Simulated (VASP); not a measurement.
OSZICAR of a VASP run on Ni₃Al (L1_2):

File OSZICAR:
```
       N       E                     dE             d eps       ncg     rms          rms(c)
DAV:   1     0.158311798966E+03    0.15831E+03   -0.15056E+04  2964   0.207E+03
DAV:   2    -0.557222661727E+02   -0.21403E+03   -0.20553E+03  2940   0.366E+02
DAV:   3    -0.659661068620E+02   -0.10244E+02   -0.95763E+01  3254   0.111E+02
DAV:   4    -0.661403839966E+02   -0.17428E+00   -0.17338E+00  3421   0.131E+01
DAV:   5    -0.661465641830E+02   -0.61802E-02   -0.61788E-02  3691   0.225E+00    0.209E+01
DAV:   6    -0.634331762906E+02    0.27134E+01   -0.78672E+01  3196   0.154E+02    0.227E+01
DAV:   7    -0.580266156548E+02    0.54066E+01   -0.20955E+01  3284   0.783E+01    0.309E+00
DAV:   8    -0.580796270900E+02   -0.53011E-01   -0.61237E-01  3204   0.902E+00    0.250E+00
DAV:   9    -0.580671373093E+02    0.12490E-01   -0.33143E-01  3209   0.791E+00    0.979E-01
DAV:  10    -0.580679300375E+02   -0.79273E-03   -0.10847E-01  2991   0.362E+00    0.315E-01
DAV:  11    -0.580690689923E+02   -0.11390E-02   -0.24949E-02  2980   0.166E+00    0.219E-01
DAV:  12    -0.580666591144E+02    0.24099E-02   -0.15597E-02  3014   0.140E+00    0.122E-01
DAV:  13    -0.580666235194E+02    0.35595E-04   -0.28666E-03  3085   0.653E-01    0.414E-02
DAV:  14    -0.580666883229E+02   -0.64804E-04   -0.78671E-04  3040   0.330E-01    0.226E-02
DAV:  15    -0.580666751774E+02    0.13146E-04   -0.37132E-04  2990   0.215E-01    0.883E-03
DAV:  16    -0.580666805691E+02   -0.53917E-05   -0.69868E-05  3170   0.842E-02    0.466E-03
DAV:  17    -0.580666910270E+02   -0.10458E-04   -0.16458E-05  3025   0.436E-02    0.195E-03
DAV:  18    -0.580666912240E+02   -0.19705E-06   -0.46931E-06  2863   0.283E-02
   1 F= -.58066691E+02 E0= -.58066648E+02  d E =-.580667E+02  mag=     0.8947
       N       E                     dE             d eps       ncg     rms          rms(c)
DAV:   1    -0.586487839245E+02   -0.58209E+00   -0.63545E+00  2960   0.398E+01    0.674E+00
DAV:   2    -0.585393172010E+02    0.10947E+00   -0.73294E+00  3288   0.463E+01    0.557E+00
DAV:   3    -0.580778740940E+02    0.46144E+00   -0.20363E+00  3268   0.244E+01    0.880E-01
DAV:   4    -0.580674138349E+02    0.10460E-01   -0.51825E-02  2995   0.227E+00    0.651E-01
DAV:   5    -0.580642615084E+02    0.31523E-02   -0.15791E-02  3606   0.161E+00    0.213E-01
DAV:   6    -0.580623772531E+02    0.18843E-02   -0.68036E-03  2940   0.877E-01    0.794E-02
DAV:   7    -0.580631104276E+02   -0.73317E-03   -0.40615E-03  2950   0.680E-01    0.986E-02
DAV:   8    -0.580619309050E+02    0.11795E-02   -0.22390E-03  2950   0.539E-01    0.266E-02
DAV:   9    -0.580618900431E+02    0.40862E-04   -0.85912E-05  3165   0.109E-01    0.138E-02
DAV:  10    -0.580619025777E+02   -0.12535E-04   -0.96323E-05  2980   0.111E-01    0.804E-03
DAV:  11    -0.580619104277E+02   -0.78500E-05   -0.66767E-05  2970   0.881E-02    0.457E-03
DAV:  12    -0.580619068221E+02    0.36056E-05   -0.11331E-05  2786   0.348E-02    0.187E-03
DAV:  13    -0.580619052061E+02    0.16160E-05   -0.21721E-06  2190   0.192E-02    0.126E-03
DAV:  14    -0.580619053692E+02   -0.16307E-06   -0.48747E-07  1600   0.905E-03
   2 F= -.58061905E+02 E0= -.58061820E+02  d E =0.478585E-02  mag=     0.8717
       N       E                     dE             d eps       ncg     rms          rms(c)
DAV:   1    -0.582819837137E+02   -0.22008E+00   -0.22325E+00  2955   0.244E+01    0.411E+00
DAV:   2    -0.582643975447E+02    0.17586E-01   -0.28106E+00  3320   0.275E+01    0.338E+00
DAV:   3    -0.580751048456E+02    0.18929E+00   -0.83074E-01  3238   0.151E+01    0.533E-01
DAV:   4    -0.580756724856E+02   -0.56764E-03   -0.40807E-02  2978   0.208E+00    0.432E-01
DAV:   5    -0.580711869303E+02    0.44856E-02   -0.13759E-02  3132   0.153E+00    0.844E-02
DAV:   6    -0.580713949013E+02   -0.20797E-03   -0.29506E-03  2950   0.619E-01    0.418E-02
DAV:   7    -0.580717528431E+02   -0.35794E-03   -0.30011E-03  2940   0.645E-01    0.635E-02
DAV:   8    -0.580714543795E+02    0.29846E-03   -0.95660E-04  2940   0.370E-01    0.195E-02
DAV:   9    -0.580715286219E+02   -0.74242E-04   -0.97932E-05  3024   0.116E-01    0.624E-03
DAV:  10    -0.580715044392E+02    0.24183E-04   -0.76699E-05  2975   0.840E-02    0.397E-03
DAV:  11    -0.580715138881E+02   -0.94489E-05   -0.61826E-06  2980   0.277E-02    0.296E-03
DAV:  12    -0.580715097850E+02    0.41030E-05   -0.13332E-06  1986   0.135E-02    0.236E-03
DAV:  13    -0.580715129591E+02   -0.31741E-05   -0.73030E-07  1740   0.119E-02    0.806E-04
DAV:  14    -0.580715109541E+02    0.20050E-05   -0.15764E-07  1535   0.454E-03    0.606E-04
DAV:  15    -0.580715104930E+02    0.46113E-06   -0.55218E-08  1545   0.338E-03
   3 F= -.58071510E+02 E0= -.58071441E+02  d E =-.481927E-02  mag=     0.8856
```

Task: Which electronic solver shows in the log?

Result: It is blocked Davidson (ALGO = Normal, or the opening steps of other solvers). The INCAR had ALGO = Normal.

Task: How was spin treated?

Result: Collinear spin (ISPIN = 2): the summary line carries one mag value, 0.89 μB in the cell.

Task: Can the final energy be trusted as converged?

Result: Self-consistency was reached. It stopped with EDIFF = 1E-6, NELM = 100, NSW = 60 and EDIFFG = -0.02 after 3 ionic steps (SCAN meta-GGA, plane waves, VASP's PBE PAW potentials (set 64)).

The compound is Ni3Al in the L1_2 structure. This run relaxes it. Symmetry was kept, so distortions that lower it aren't found. The start is the result of an earlier pass.
